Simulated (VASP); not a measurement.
Given:

```
CELL_PARAMETERS angstrom
      1.81500    -3.14367     0.00000
      1.81500     3.14367     0.00000
      0.00000     0.00000     5.78000
ATOMIC_POSITIONS crystal
  Gd 0.35844 0.70768 0.25000
  Gd 0.66667 0.33333 0.75000
```

Method: PBE GGA, VASP's PBE PAW potentials (set 64) (plane waves; VASP). Run with 400 eV cut-off, 9×9×5 Γ-centred mesh, first-order Methfessel-Paxton smearing of 0.10 eV, potentials Gd_3.

The 4f electrons are frozen in the core of the lanthanide potential, so 4f levels, which can set the real gap, and their magnetism are missing.

Problem. The ions, cell shape and volume are relaxed. Predict the relaxed structure.

Solution. 
```
CELL_PARAMETERS angstrom
      1.81812    -3.14903     0.00000
      1.81786     3.14888     0.00000
      0.00000     0.00000     5.73307
ATOMIC_POSITIONS crystal
  Gd 0.34591 0.68718 0.25000
  Gd 0.67920 0.35383 0.75000
```
Space group P6_3/mmc (194), at a tolerance of 0.03 Å.

Problem. How do energy and volume change from the first to the last step?

Solution. The energy (σ→0) changes by -6.7 meV/atom and the volume by -0.5 %, in 19 ionic steps.

```tsv
step	E(σ→0) (eV)	max force (eV/Å)	pressure (GPa)	volume (Å³)
1	-9.1585	0.172	-0.19	65.96
2	-9.1627	0.147	0.04	65.58
3	-9.1650	0.106	0.37	65.05
4	-9.1680	0.071	0.02	65.61
5	-9.1688	0.043	-0.25	66.07
6	-9.1713	0.021	-0.12	65.85
7	-9.1719	0.006	-0.03	65.70
8	-9.1719	0.005	-0.03	65.69
9	-9.1719	0.002	0.03	65.60
10	-9.1719	0.003	0.02	65.62
11	-9.1719	0.002	0.00	65.65
12	-9.1719	0.002	0.00	65.64
13	-9.1719	0.002	0.00	65.64
14	-9.1719	0.003	0.01	65.63
15	-9.1719	0.002	0.00	65.64
16	-9.1719	0.002	0.00	65.65
17	-9.1719	0.001	0.00	65.65
18	-9.1719	0.001	0.00	65.65
19	-9.1719	0.000	0.00	65.64
```

The compound is Gd in the hcp structure. In the starting cell atoms are displaced from their ideal sites. This run relaxes it. Symmetry was kept, so distortions that lower it aren't found.
